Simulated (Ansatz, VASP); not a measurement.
# Li4H3F (random rock-salt alloy of LiF and LiH): VASP beside Ansatz

One calculation is typed for both programs; each brings its own data sets. How far apart do they land? Of the first pair: The structure shown is the start of the Ansatz relaxation below; VASP solves that cell, so the two are compared at the walk's first step.

Program: Ansatz 0.2.0. Level of theory: plane waves, with VASP 6.6.1 beside it; single point at PBE. Results are calculated unless marked as measured.

## Step 1: Set-up

The cell holds 64 atoms: 32 Li, 24 H and 8 F. Cell: a = 8.138 Å, b = 8.138 Å, c = 8.138 Å, α = 90.0°, β = 90.0°, γ = 90.0°. It derives from LiH. Rock-salt LiF, 2 x 2 x 2 conventional cells, 24 of 32 F sites given to H at random (x = 0.750), lattice by Vegard's rule (a = 4.069 A); (so at first; earlier steps may have moved the atoms), displaced by a Gaussian of 0.02 A.

## Step 2: Ansatz: relaxation, PBE

Ansatz runs on its default PAW (the set named soft_2) files.

The two programs are compared at the cell with which this relaxation starts, whose forces are those of its first step.

Contents of input.yaml:

```yaml
crystal:
  lattice:
    - [8.138, 0.0, 0.0]
    - [0.0, 8.138, 0.0]
    - [0.0, 0.0, 8.138]
  atoms:
    - { symbol: Li, position: [0.9994, 0.0019, 0.99933] }
    - { symbol: H, position: [0.2476, 0.99982, 0.99748] }
    - { symbol: Li, position: [0.00057, 0.24557, 0.24974] }
    - { symbol: F, position: [0.2468, 0.24986, 0.24851] }
    - { symbol: Li, position: [0.2507, 0.0014, 0.24704] }
    - { symbol: H, position: [0.99766, 0.99887, 0.25478] }
    - { symbol: Li, position: [0.25313, 0.24826, 0.99544] }
    - { symbol: H, position: [0.99766, 0.25236, 0.00042] }
    - { symbol: Li, position: [0.00312, 0.99959, 0.50193] }
    - { symbol: H, position: [0.25158, 0.99957, 0.50112] }
    - { symbol: Li, position: [0.99406, 0.2487, 0.7447] }
    - { symbol: H, position: [0.2501, 0.24931, 0.75112] }
    - { symbol: Li, position: [0.24451, 0.99749, 0.75001] }
    - { symbol: H, position: [0.00151, 0.99873, 0.74484] }
    - { symbol: Li, position: [0.25115, 0.24926, 0.5044] }
    - { symbol: F, position: [0.00105, 0.25093, 0.50175] }
    - { symbol: Li, position: [0.00288, 0.50434, 0.99792] }
    - { symbol: H, position: [0.24855, 0.49979, 0.99638] }
    - { symbol: Li, position: [0.99969, 0.75393, 0.24975] }
    - { symbol: H, position: [0.25224, 0.75273, 0.25221] }
    - { symbol: Li, position: [0.24956, 0.49994, 0.25353] }
    - { symbol: H, position: [0.99383, 0.5008, 0.2507] }
    - { symbol: Li, position: [0.24723, 0.74868, 0.00162] }
    - { symbol: H, position: [0.99983, 0.7487, 0.99731] }
    - { symbol: Li, position: [0.99872, 0.49845, 0.49663] }
    - { symbol: H, position: [0.2494, 0.4964, 0.50178] }
    - { symbol: Li, position: [0.00125, 0.74774, 0.75175] }
    - { symbol: F, position: [0.24995, 0.7477, 0.75304] }
    - { symbol: Li, position: [0.24635, 0.50349, 0.74742] }
    - { symbol: H, position: [0.00168, 0.49912, 0.75271] }
    - { symbol: Li, position: [0.25035, 0.74908, 0.49653] }
    - { symbol: F, position: [0.99905, 0.74837, 0.50105] }
    - { symbol: Li, position: [0.50345, 0.00578, 0.99985] }
    - { symbol: H, position: [0.74682, 0.99799, 0.99725] }
    - { symbol: Li, position: [0.50014, 0.24775, 0.24932] }
    - { symbol: F, position: [0.74748, 0.24912, 0.25082] }
    - { symbol: Li, position: [0.75448, 0.00135, 0.24767] }
    - { symbol: H, position: [0.50054, 0.999, 0.24747] }
    - { symbol: Li, position: [0.7544, 0.24838, 0.00192] }
    - { symbol: F, position: [0.49727, 0.25087, 0.99784] }
    - { symbol: Li, position: [0.49949, 0.99992, 0.50082] }
    - { symbol: H, position: [0.74984, 0.00138, 0.49876] }
    - { symbol: Li, position: [0.5005, 0.25011, 0.74796] }
    - { symbol: H, position: [0.74364, 0.25141, 0.74915] }
    - { symbol: Li, position: [0.74746, 0.00303, 0.75461] }
    - { symbol: H, position: [0.50149, 0.99487, 0.74854] }
    - { symbol: Li, position: [0.74351, 0.24523, 0.49985] }
    - { symbol: H, position: [0.49505, 0.25161, 0.49997] }
    - { symbol: Li, position: [0.50026, 0.49927, 0.00174] }
    - { symbol: H, position: [0.75374, 0.49783, 0.99747] }
    - { symbol: Li, position: [0.50063, 0.75219, 0.24648] }
    - { symbol: H, position: [0.74699, 0.74782, 0.25265] }
    - { symbol: Li, position: [0.74869, 0.49995, 0.2502] }
    - { symbol: H, position: [0.49957, 0.49634, 0.2498] }
    - { symbol: Li, position: [0.75022, 0.75116, 0.99881] }
    - { symbol: H, position: [0.5022, 0.74979, 0.99873] }
    - { symbol: Li, position: [0.49948, 0.5046, 0.49926] }
    - { symbol: F, position: [0.74945, 0.50135, 0.49471] }
    - { symbol: Li, position: [0.50029, 0.74983, 0.74819] }
    - { symbol: F, position: [0.7504, 0.74917, 0.74904] }
    - { symbol: Li, position: [0.74949, 0.50095, 0.75066] }
    - { symbol: H, position: [0.50148, 0.49843, 0.74865] }
    - { symbol: Li, position: [0.74673, 0.75372, 0.50106] }
    - { symbol: H, position: [0.50025, 0.74914, 0.50082] }
kpoints:
  mp_grid: { grid: [1, 1, 1] }
hamiltonian:
  xc: pbe
scf:
  occupations: { method: fixed }
output:
  forces: true
relax:
  f_tol: 0.05
  max_steps: 150
  cell: {}
```

The run is started by

```bash
> ansatz run input.yaml --threads 4 --pin off --max-ram 8192MiB --backend cpu --events-out ev --progress --plain --runs-dir out
```

Numbers of over 12 decimals in the logs are rounded to 6 here.

What it wrote:

```text
Engine: ansatz 0.2.0, aarch64-unknown-linux-gnu
Pseudopotentials: kind: paw
Pseudopotential: Li, paw, valence charge 3, recommended cutoff 420 eV (normal), Li.paw.azcp
Pseudopotential: H, paw, valence charge 1, recommended cutoff 420 eV (normal), H.paw.azcp
Pseudopotential: F, paw, valence charge 7, recommended cutoff 420 eV (normal), F.paw.azcp
Functional definition: PBE
  parameter kappa = 0.804
  parameter beta = 0.066725
  exchange = pbe_x(kappa = kappa, mu = beta*pi^2/3)
  correlation = pbe_c(beta = beta)
Crystal: 64 atoms, lattice volume = 538.956 Å³
Basis set: ecut = 420 eV, 10443 PW (Γ), exchange–correlation on 120×120×120 points (8 copies of the dense FFT grid, shifted against one another)
Bands: 152, of which v1, the nominal top of the filled ones, is band 88 counted from 1 (87 counted from 0)
Symmetry: 1 space group operations
Space group: P1 (ITA 1), of the structure as read, at distance tolerance 8.1e-5 Å
k-points: 1
Non-local potential: Li, projectors of the file, l = 0: 3, l = 1: 2, l = 2: 1
Non-local potential: H, projectors of the file, l = 0: 2, l = 1: 1
Non-local potential: F, projectors of the file, l = 0: 2, l = 1: 2, l = 2: 1
PAW form: soft (Blöchl's): semilocal exchange-correlation on the pseudo side does not see the compensation charge
PAW one-centre angular grid: Li, 110 points (default); XC on 64 Gauss nodes
PAW one-centre angular grid: H, 110 points (default); XC on 64 Gauss nodes
PAW one-centre angular grid: F, 110 points (default); XC on 64 Gauss nodes
Initial density: superposition of atomic densities (neutral atoms: chi_scale 0, normalization atom), corrected by the library's trained network
Initial wavefunctions: pseudopotential atomic-orbital guess
Functional: x = pbe(κ = 0.804, μ = 0.219515), c = pbe(β = 0.066725)
SCF iter   1: F=—  HF=-13440.915290 eV  |F-HF|=—  |Δ(HF+E_count)|=         —  Δρ=2.32e-3  dr2=3.79e-2  ethr=1.77e-3  ⟨swp⟩=11.0  Hψ=668  notcnv=0  defer=62
preconditioner: auto → Resta (q_TF=auto, 2.264 Å⁻¹)  ε∞=2.2  [insulator: Δε(μ)=4.149 eV  Ē_g=14.223 eV  n_scr=92 (ndim 8)  ℏωp=15.7 eV  f_vac=0.000  ε∞_Penn≈2.2]
SCF iter   2: F=—  HF=-13440.909981 eV  |F-HF|=—  |Δ(HF+E_count)|=   5.31e-3  Δρ=1.18e-3  dr2=7.86e-3  ethr=2.15e-5  ⟨swp⟩=4.0  Hψ=204  notcnv=0  defer=62
SCF iter   3: F=—  HF=-13440.910555 eV  |F-HF|=—  |Δ(HF+E_count)|=   5.75e-4  Δρ=6.44e-4  dr2=1.67e-3  ethr=4.47e-6  ⟨swp⟩=4.0  Hψ=155  notcnv=0  defer=20
automatic band count: iteration 3 solves 110 bands in place of 152: the levels show a gap, and the empty bands left out lie too high to hold charge; the band table lists the bands solved (type scf.n_extra_bands for more)
SCF iter   4: F=—  HF=-13440.910459 eV  |F-HF|=—  |Δ(HF+E_count)|=   9.62e-5  Δρ=1.51e-4  dr2=7.63e-5  ethr=9.50e-7  ⟨swp⟩=2.0  Hψ=153  notcnv=0  defer=20
SCF iter   5: F=—  HF=-13440.912273 eV  |F-HF|=—  |Δ(HF+E_count)|=   1.81e-3  Δρ=3.89e-5  dr2=4.67e-6  ethr=4.34e-8  ⟨swp⟩=2.0  Hψ=198  notcnv=0  defer=20
SCF iter   6: F=—  HF=-13440.912273 eV  |F-HF|=—  |Δ(HF+E_count)|=   6.24e-7  Δρ=1.52e-5  dr2=6.34e-7  ethr=2.65e-9  ⟨swp⟩=2.0  Hψ=145  notcnv=0  defer=20
SCF iter   7: F=-13440.912274 eV  HF=-13440.912274 eV  |F-HF|=3.20e-8  |Δ(HF+E_count)|=   3.40e-7  Δρ=2.41e-6  dr2=1.73e-8  ethr=5.68e-11  ⟨swp⟩=4.0  Hψ=321  notcnv=0
SCF 1 converged in 7 iterations: F = -13440.912274 eV  dr2 = 1.73e-8
  greatest PAW one-centre occupation: 1.000 electrons in one spin orbital (limit 2), on the Li atom at site 24 (counted from 0), in its partial waves of l = 0
relax step   1: F+E_penalty+E_count = -13440.91227383 eV  Δ(F+E_penalty+E_count) = +0.000e0 eV  max|allowed force component| = 1.817e-1 eV/Å  Δτ_max = 0.0000 Å  P = -0.424 GPa  Ω = 538.956 Å³  (7 SCF iters, dr2 threshold 1.00e-7 eV, accepted)
Crystal: 64 atoms, lattice volume = 535.710 Å³
Basis set: ecut = 420 eV, 10423 PW (Γ), exchange–correlation on 120×120×120 points (8 copies of the dense FFT grid, shifted against one another)
Initial density: handed on by an earlier stage of this run
Initial wavefunctions: those handed on with the density
iter 1 solved again at ethr=2.30e-4 eV; its pass at ethr=3.10e-3 eV (dr2=4.04e-1 eV) is discarded
SCF iter   1: F=—  HF=-13440.984109 eV  |F-HF|=—  |Δ(HF+E_count)|=         —  Δρ=8.90e-3  dr2=4.08e-1  ethr=2.30e-4  ⟨swp⟩=2.0  Hψ=341  notcnv=0  defer=19
automatic band count: iteration 1 solves 110 bands in place of 152: the levels show a gap, and the empty bands left out lie too high to hold charge; the band table lists the bands solved (type scf.n_extra_bands for more)
preconditioner: auto → Resta (q_TF=auto, 2.266 Å⁻¹)  ε∞=3.8  [insulator: Δε(μ)=4.070 eV  Ē_g=9.360 eV  n_scr=92 (ndim 8)  ℏωp=15.7 eV  f_vac=0.000  ε∞_Penn≈3.8]
SCF iter   2: F=—  HF=-13440.913127 eV  |F-HF|=—  |Δ(HF+E_count)|=   7.10e-2  Δρ=4.74e-3  dr2=1.22e-1  ethr=2.30e-4  ⟨swp⟩=2.0  Hψ=97  notcnv=0  defer=20
[...]
atom  12  H     -0.00080279     0.01161796    -0.00793182
  atom  13  Li     0.00938480     0.00041897    -0.00169509
  atom  14  H      0.00699965    -0.00465607     0.00783825
  atom  15  Li     0.00967209    -0.00515082     0.00239414
  atom  16  F      0.00575562     0.00903087    -0.01138776
  atom  17  Li    -0.00221662    -0.00304328    -0.00004587
  atom  18  H     -0.00035001    -0.00079032    -0.00117385
  atom  19  Li    -0.00318226     0.00995639    -0.00516621
  atom  20  H     -0.00782138    -0.00590726     0.00614410
  atom  21  Li     0.00838849     0.00227126    -0.00658474
  atom  22  H      0.00249296    -0.01214987     0.00848295
  atom  23  Li    -0.00392758     0.00760220    -0.00022837
  atom  24  H      0.00083164    -0.00837867     0.00699170
  atom  25  Li     0.00697867    -0.00348601    -0.00033772
  atom  26  H      0.00398972     0.00376967    -0.00329975
  atom  27  Li     0.00066321     0.00695766     0.00330476
  atom  28  F     -0.00480747    -0.01000306     0.00324286
  atom  29  Li     0.01078904    -0.00521142     0.01050353
  atom  30  H     -0.00121521     0.01127628    -0.00683286
  atom  31  Li    -0.00020698     0.00099561    -0.00573371
  atom  32  F     -0.00070038    -0.00492092    -0.00061112
  atom  33  Li     0.00546274    -0.00442781    -0.00372261
  atom  34  H      0.00584562     0.00294885    -0.00421052
  atom  35  Li    -0.00681304    -0.00715339    -0.00491888
[...]
atom  57  Li    -0.00233890     0.00010001     0.00051895
  atom  58  F     -0.00148290     0.00817377     0.00726885
  atom  59  Li    -0.00829202     0.00857683    -0.00090552
  atom  60  F      0.01186252    -0.00545616     0.00750674
  atom  61  Li    -0.01214396    -0.01012721     0.00072584
  atom  62  H      0.00379636     0.00305271     0.00259966
  atom  63  Li    -0.01278952     0.00534114    -0.01148444
  atom  64  H      0.00586431     0.00158629    -0.00835112
  max |Σ_I F_I| component: 2.46e-4 eV/Å
--- Stress (GPa, compression-positive) ---
       -0.012987       0.004310      -0.000300
        0.004310      -0.006795      -0.021167
       -0.000300      -0.021167      -0.022834
  P = ⅓ Tr σ = -0.0142 GPa (-0.142 kbar)
--- Relaxed structure (3 steps of the walk, 2 accepted, 1 SCFs on fresh bases) ---
  F+E_penalty+E_count = -13441.06227001 eV   max|allowed force component| = 1.729e-2 eV/Å   (the final SCF, on the basis selected at the relaxed cell)
  cell:  # Å, volume = 533.4144 Å³
    - [8.116354, 5.118955764116659e-5, 0.000384411]
    - [5.118955764116659e-5, 8.083247, -0.00208246]
    - [0.000384411, -0.00208246, 8.130513]
  atoms:
    - { symbol: Li, position: [1.000304, -0.00025202, 0.999456] }
    - { symbol: H, position: [0.249699, 0.999584, 0.999530] }
    - { symbol: Li, position: [-0.000163955, 0.248994, 0.250034] }
    - { symbol: F, position: [0.249297, 0.249533, 0.249036] }
    - { symbol: Li, position: [0.249990, -0.000408772, 0.248961] }
    - { symbol: H, position: [0.999777, 0.999339, 0.248455] }
    - { symbol: Li, position: [0.249682, 0.249969, 0.999827] }
    - { symbol: H, position: [0.999475, 0.249661, -0.00326444] }
    - { symbol: Li, position: [-0.000529957, 0.999722, 0.499749] }
    - { symbol: H, position: [0.251609, 0.999804, 0.499281] }
    - { symbol: Li, position: [0.998901, 0.249245, 0.748770] }
    - { symbol: H, position: [0.248510, 0.249598, 0.748166] }
    - { symbol: Li, position: [0.250253, 1.000139, 0.750041] }
    - { symbol: H, position: [-0.000232471, 0.999813, 0.751318] }
    - { symbol: Li, position: [0.248977, 0.249588, 0.498609] }
    - { symbol: F, position: [-0.000549837, 0.248464, 0.499568] }
    - { symbol: Li, position: [-0.00064152, 0.499928, 0.999278] }
    - { symbol: H, position: [0.249583, 0.499918, 0.999333] }
    - { symbol: Li, position: [0.999612, 0.750372, 0.250364] }
    - { symbol: H, position: [0.249579, 0.749733, 0.250354] }
    - { symbol: Li, position: [0.249703, 0.500154, 0.249750] }
    - { symbol: H, position: [0.998803, 0.500310, 0.249281] }
    - { symbol: Li, position: [0.249490, 0.749500, -0.000689472] }
    - { symbol: H, position: [0.999800, 0.750010, 1.001544] }
    - { symbol: Li, position: [0.997794, 0.500026, 0.499689] }
    - { symbol: H, position: [0.251481, 0.499712, 0.499523] }
    - { symbol: Li, position: [-4.459936561249504e-5, 0.750891, 0.749067] }
    - { symbol: F, position: [0.250883, 0.750003, 0.749960] }
    - { symbol: Li, position: [0.250160, 0.499754, 0.749120] }
    - { symbol: H, position: [-0.00134203, 0.499716, 0.750253] }
    - { symbol: Li, position: [0.249914, 0.750314, 0.500034] }
    - { symbol: F, position: [0.999849, 0.751176, 0.500107] }
    - { symbol: Li, position: [0.499045, -0.000575707, 0.999468] }
    - { symbol: H, position: [0.748977, 0.999458, 0.999520] }
    - { symbol: Li, position: [0.499274, 0.249427, 0.248053] }
    - { symbol: F, position: [0.749257, 0.248959, 0.248554] }
    - { symbol: Li, position: [0.749332, -0.000359555, 0.248991] }
    - { symbol: H, position: [0.499208, 0.998583, 0.249282] }
    - { symbol: Li, position: [0.749470, 0.249401, 0.00063998] }
    - { symbol: F, position: [0.498924, 0.249403, 0.999286] }
    - { symbol: Li, position: [0.499243, 1.000599, 0.499782] }
    - { symbol: H, position: [0.747402, 0.000127073, 0.499423] }
    - { symbol: Li, position: [0.499582, 0.249740, 0.750598] }
    - { symbol: H, position: [0.750184, 0.249243, 0.749393] }
    - { symbol: Li, position: [0.748366, -0.000278892, 0.750159] }
    - { symbol: H, position: [0.499116, 1.000946, 0.750275] }
    - { symbol: Li, position: [0.749739, 0.250799, 0.498193] }
    - { symbol: H, position: [0.499329, 0.249650, 0.501712] }
    - { symbol: Li, position: [0.499384, 0.500336, -0.000461163] }
    - { symbol: H, position: [0.749552, 0.500140, 0.999340] }
    - { symbol: Li, position: [0.499530, 0.750229, 0.249509] }
    - { symbol: H, position: [0.749742, 0.750505, 0.249850] }
    - { symbol: Li, position: [0.749016, 0.500487, 0.248958] }
    - { symbol: H, position: [0.500180, 0.500649, 0.248948] }
    - { symbol: Li, position: [0.749391, 0.750344, 0.998663] }
    - { symbol: H, position: [0.499199, 0.749708, 1.002271] }
    - { symbol: Li, position: [0.500285, 0.499444, 0.499542] }
    - { symbol: F, position: [0.749163, 0.499971, 0.499311] }
    - { symbol: Li, position: [0.499342, 0.750287, 0.749437] }
    - { symbol: F, position: [0.748040, 0.750919, 0.750406] }
    - { symbol: Li, position: [0.748618, 0.500075, 0.750343] }
    - { symbol: H, position: [0.500286, 0.498389, 0.750491] }
    - { symbol: Li, position: [0.749346, 0.749528, 0.500278] }
    - { symbol: H, position: [0.499450, 0.749777, 0.498290] }
```

(Continued in part 2 of 3.)

[Lines on the potential files, build, host, timing and source positions are cut from VASP's logs without a mark.]

[Logs are printed without paths, hosts, clocks, repeated set-up lines and the standing remarks that a program may print on its own settings, such as how far it seeks lower states.]

[Hosts, paths, dates, database ids (printed as entryN), source tags and the programs' standing remarks are cut or masked in the printed files.]
